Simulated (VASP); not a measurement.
```xyz
2
Lattice="0.0000 2.7300 2.7300 2.7300 0.0000 2.7300 2.7300 2.7300 0.0000" Properties=species:S:1:pos:R:3 pbc="T T T"
Al     0.0000     0.0000     0.0000
P      1.3650     1.3650     1.3650
```

All values below come from PBE GGA, VASP's PBE PAW potentials (set 64) (plane waves; VASP). Settings: 400 eV cut-off, 6×6×6 Γ-centred mesh, Gaussian smearing of 0.050 eV, potentials Al P.

**Question.** Predict the energy per atom (σ→0), pressure, band gap (on the k-mesh) with the smallest direct gap where there is one.

**Answer.** 
| Item | Result |
|---|---|
| band gap (on the k-mesh) | 1.58 eV |
| smallest direct gap (on the k-mesh) | 3.31 eV |
| energy per atom (σ→0) | -499.9 kJ/mol of atoms |
| pressure | 2.23 GPa |

The compound is AlP in the zinc blende structure. The cell was not relaxed at this level.
